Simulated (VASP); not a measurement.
```
Sb
1.0
    4.02547    -2.19526    -0.00192
    4.02547     2.19526    -0.00192
    2.83002     0.00000     3.60757
Sb
2
Direct
  0.23293   0.23293   0.23293
  0.76707   0.76707   0.76707
```

Level of theory: PW91 GGA, VASP's PBE PAW potentials (set 64) (plane waves; VASP). Settings: 520 eV cut-off, 8×8×8 Γ-centred mesh, tetrahedra with Blöchl corrections, potentials Sb.

Unless said otherwise, spin-orbit coupling is left out, though it shifts the bands of the heavy elements here.

**Question.** What does the run give for the energy per atom (σ→0), band gap (on the k-mesh) with the smallest direct gap where there is one?

**Answer.** 
```json
{
 "band gap (on the k-mesh)": "none (metal, semimetal or under 0.01 eV)",
 "energy per atom (σ→0)": "-4.159 eV/atom"
}
```

The absolute energy has meaning only against runs of the same code, potentials and settings.

The compound is Sb in the a7 structure. It was relaxed first, which changed the volume by +6 %.
